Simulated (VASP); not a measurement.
Output of a VASP run:

### OSZICAR
```
       N       E                     dE             d eps       ncg     rms          rms(c)
DAV:   1     0.738453613522E+03    0.73845E+03   -0.29480E+04  1488   0.235E+03
DAV:   2     0.688350707486E+02   -0.66962E+03   -0.64717E+03  1593   0.603E+02
DAV:   3    -0.344649268477E+02   -0.10330E+03   -0.99900E+02  1892   0.247E+02
DAV:   4    -0.389440115632E+02   -0.44791E+01   -0.44592E+01  1814   0.542E+01
DAV:   5    -0.391291088562E+02   -0.18510E+00   -0.18506E+00  1994   0.106E+01    0.131E+01
DAV:   6    -0.339552072518E+02    0.51739E+01   -0.21732E+01  2301   0.569E+01    0.423E+00
DAV:   7    -0.339694668801E+02   -0.14260E-01   -0.15625E+00  1565   0.935E+00    0.267E+00
DAV:   8    -0.339398622734E+02    0.29605E-01   -0.42387E-01  2341   0.700E+00    0.109E+00
DAV:   9    -0.339140490944E+02    0.25813E-01   -0.10487E-01  2397   0.437E+00    0.124E-01
DAV:  10    -0.339151457856E+02   -0.10967E-02   -0.90467E-03  1646   0.603E-01    0.961E-02
DAV:  11    -0.339151141923E+02    0.31593E-04   -0.33008E-04  2354   0.196E-01    0.357E-02
DAV:  12    -0.339151020706E+02    0.12122E-04   -0.38197E-05  2362   0.680E-02    0.153E-02
DAV:  13    -0.339150978816E+02    0.41890E-05   -0.19518E-05  2119   0.589E-02    0.287E-03
DAV:  14    -0.339150984045E+02   -0.52284E-06   -0.25979E-06  1369   0.163E-02
   1 F= -.28928812E+02 E0= -.28928778E+02  d E =-.289288E+02
```

**OUTCAR**
```
------------------------ aborting loop because EDIFF is reached ----------------------------------------
  FORCE on cell =-STRESS in cart. coord.  units (eV):
  Direction    XX          YY          ZZ          XY          YZ          ZX
  --------------------------------------------------------------------------------------
  Total        4.8774570      4.8774570      4.8813577      0.0000000      0.0000000      0.0000000
  in kB       97.8174340     97.8174340     97.8956619      0.0000000      0.0000000      0.0000000
  external PRESSURE =      -2.1564900 kB  Pullay stress =     100.0000000 kB
  volume of cell :       79.89
      direct lattice vectors                 reciprocal lattice vectors
     4.847509980  0.000000000  0.000000000     0.206291478  0.000000000  0.000000000
     0.000000000  4.847509980  0.000000000     0.000000000  0.206291478  0.000000000
     0.000000000  0.000000000  3.399776304     0.000000000  0.000000000  0.294136999
 POSITION                                       TOTAL-FORCE (eV/Angst)
 -----------------------------------------------------------------------------------
      0.00000      0.00000      0.00000         0.000000      0.000000      0.000000
      2.42375      2.42375      1.69989         0.000000      0.000000      0.000000
      1.48787      1.48787      0.00000         0.010075      0.010075     -0.000000
      3.91163      0.93588      1.69989         0.010075     -0.010075      0.000000
      0.93588      3.91163      1.69989        -0.010075      0.010075      0.000000
      3.35964      3.35964      0.00000        -0.010075     -0.010075      0.000000
 -----------------------------------------------------------------------------------
    total drift:                               -0.000000     -0.000000     -0.000000
  FREE ENERGIE OF THE ION-ELECTRON SYSTEM (eV)
  ---------------------------------------------------
  free  energy   TOTEN  =       -33.9150984045 eV

  energy  without entropy=      -33.9150291695  energy(sigma->0) =      -33.91506379
  enthalpy is  TOTEN    =       -28.9288124140 eV   P V=        4.9862859904

 reached required accuracy - stopping structural energy minimisation
```
(Selected blocks of OUTCAR.)

**POSCAR**
```
PbO2
1
    4.8475099805    -0.0000000000     0.0000000000
   -0.0000000000     4.8475099805     0.0000000000
    0.0000000000     0.0000000000     3.3997763039
Pb O
2 4
Direct
  0.0000000000   0.0000000000   0.0000000000
  0.5000000000   0.5000000000   0.5000000000
  0.3069358666   0.3069358666   0.0000000000
  0.8069358666   0.1930641334   0.5000000000
  0.1930641334   0.8069358666   0.5000000000
  0.6930641334   0.6930641334   0.0000000000
```

Question: Reconstruct the remaining input files.

Answer: One answer among several that fit: the input of the run itself, PBEsol GGA, plane waves, VASP's PBE PAW potentials (set 64).

### INCAR
```
# general
SYSTEM  = PbO2
PREC    = Accurate
ENCUT   = 620
LREAL   = .FALSE.
LASPH   = .TRUE.

# electronic loop
EDIFF   = 1E-6
NELM    = 100
ALGO    = Normal
LMAXMIX = 4

# smearing
ISMEAR  = 0
SIGMA   = 0.05

# functional
GGA     = PS

# ions
IBRION  = 2
NSW     = 40
ISIF    = 3
EDIFFG  = -0.02
PSTRESS = 100

# output
LWAVE   = .FALSE.
LCHARG  = .FALSE.
```

### KPOINTS
```
K-points
0
gamma
  5 5 7
0 0 0
```

POTCAR, in this order: Pb_d O (PBE.64 set). Program: vasp_std.

The compound is PbO2 in the rutile structure. It was relaxed first under an external pressure of 10 GPa.
